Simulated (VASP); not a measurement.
These are LDA (Ceperley-Alder, Perdew-Zunger), VASP's LDA PAW potentials (set 64) (plane waves; VASP) values and carry that method's errors.

A VASP calculation is set up with these files.

### INCAR
```
SYSTEM = CrPbO3
PREC = Accurate
ENCUT = 400
EDIFF = 1E-6
NELM = 100
ALGO = Normal
LREAL = .FALSE.
LASPH = .TRUE.
ISMEAR = -1
SIGMA = 0.05
LMAXMIX = 4
LWAVE = .FALSE.
LCHARG = .FALSE.
ISIF = 2
ISPIN = 2
MAGMOM = 0.0 3.0 0.0 0.0 0.0
LORBIT = 11
```

File POSCAR:
```
CrPbO3
1
    3.7097300000     0.0000000000     0.0000000000
    0.0000000000     3.7097300000     0.0000000000
    0.0000000000     0.0000000000     3.7097300000
Pb Cr O
1 1 3
Direct
  0.0000000000   0.0000000000   0.0000000000
  0.5000000000   0.5000000000   0.5000000000
  0.0000000000   0.5000000000   0.5000000000
  0.5000000000   0.5000000000   0.0000000000
  0.5000000000   0.0000000000   0.5000000000
```

File KPOINTS:
```
Automatic mesh
0
Gamma
7 7 7
0 0 0
```

POTCAR, in this order: Pb_d Cr_pv O (LDA.64 set). Program: vasp_std.

The run wrote:

File OSZICAR:
```
       N       E                     dE             d eps       ncg     rms          rms(c)
DAV:   1     0.499794055002E+03    0.49979E+03   -0.20019E+04  2272   0.163E+03
DAV:   2     0.844900002904E+01   -0.49135E+03   -0.46585E+03  2400   0.485E+02
DAV:   3    -0.471891795067E+02   -0.55638E+02   -0.54218E+02  2736   0.177E+02
DAV:   4    -0.489352107938E+02   -0.17460E+01   -0.17350E+01  2600   0.328E+01
DAV:   5    -0.490080993135E+02   -0.72889E-01   -0.72817E-01  3096   0.677E+00    0.304E+01
DAV:   6    -0.442902602957E+02    0.47178E+01   -0.93212E+01  2748   0.754E+01    0.270E+01
DAV:   7    -0.411877226099E+02    0.31025E+01   -0.69074E+01  2396   0.802E+01    0.132E+01
DAV:   8    -0.401965477244E+02    0.99117E+00   -0.33606E+00  2360   0.153E+01    0.556E+00
DAV:   9    -0.398639524234E+02    0.33260E+00   -0.14743E+00  2788   0.962E+00    0.170E+00
DAV:  10    -0.398676588676E+02   -0.37064E-02   -0.80883E-02  2608   0.220E+00    0.747E-01
DAV:  11    -0.398638561883E+02    0.38027E-02   -0.25008E-02  2960   0.144E+00    0.262E-01
DAV:  12    -0.398631229968E+02    0.73319E-03   -0.25945E-03  3128   0.581E-01    0.118E-01
DAV:  13    -0.398629696891E+02    0.15331E-03   -0.84711E-04  3200   0.313E-01    0.380E-02
DAV:  14    -0.398629731226E+02   -0.34335E-05   -0.96277E-05  2812   0.698E-02    0.165E-02
DAV:  15    -0.398629735122E+02   -0.38960E-06   -0.24592E-06  1928   0.197E-02
   1 F= -.39862974E+02 E0= -.39855310E+02  d E =-.153269E-01  mag=     0.8957
```

### OUTCAR
```
------------------------ aborting loop because EDIFF is reached ----------------------------------------
  FORCE on cell =-STRESS in cart. coord.  units (eV):
  Direction    XX          YY          ZZ          XY          YZ          ZX
  --------------------------------------------------------------------------------------
  Total        2.2092035      2.2092035      2.2092035     -0.0000000     -0.0000000      0.0000000
  in kB       69.3297137     69.3297137     69.3297137     -0.0000000     -0.0000000      0.0000000
  external PRESSURE =      69.3297137 kB  Pullay stress =       0.0000000 kB
  volume of cell :       51.05
      direct lattice vectors                 reciprocal lattice vectors
     3.709730000  0.000000000  0.000000000     0.269561397  0.000000000  0.000000000
     0.000000000  3.709730000  0.000000000     0.000000000  0.269561397  0.000000000
     0.000000000  0.000000000  3.709730000     0.000000000  0.000000000  0.269561397
 POSITION                                       TOTAL-FORCE (eV/Angst)
 -----------------------------------------------------------------------------------
      0.00000      0.00000      0.00000         0.000000      0.000000      0.000000
      1.85486      1.85486      1.85486         0.000000      0.000000      0.000000
      0.00000      1.85486      1.85486         0.000000      0.000000      0.000000
      1.85486      1.85486      0.00000         0.000000      0.000000      0.000000
      1.85486      0.00000      1.85486         0.000000      0.000000      0.000000
 -----------------------------------------------------------------------------------
    total drift:                                0.000000     -0.000000     -0.000000
  FREE ENERGIE OF THE ION-ELECTRON SYSTEM (eV)
  ---------------------------------------------------
  free  energy   TOTEN  =       -39.8629735122 eV

  energy  without entropy=      -39.8476465975  energy(sigma->0) =      -39.85531005

 total charge

# of ion       s       p       d       tot
------------------------------------------
    1        1.537   0.425   9.888  11.850
    2        0.374   6.541   4.258  11.173
    3        1.590   3.474   0.000   5.064
    4        1.590   3.474   0.000   5.064
    5        1.590   3.474   0.000   5.064
--------------------------------------------------
tot          6.681  17.387  14.146  38.214

 magnetization (x)

# of ion       s       p       d       tot
------------------------------------------
    1       -0.007   0.008   0.000   0.001
    2        0.004   0.004   0.790   0.797
    3        0.000   0.014   0.000   0.014
    4        0.000   0.014   0.000   0.014
    5        0.000   0.014   0.000   0.014
--------------------------------------------------
tot         -0.004   0.055   0.790   0.841
```
(Selected blocks of OUTCAR.)

At this cut-off the stress carries a Pulay error, which pulls relaxed volumes low.  The moments were started parallel, and other spin orders were not tried in this run.

The structure was generated: CrPbO3 was put into an ordered model structure, which need not be its known phase. The cell was not relaxed at this level. The run is one of a series of settings (KPOINTS 7×7×7 Γ-centred mesh against the base run), some of them coarse on purpose.
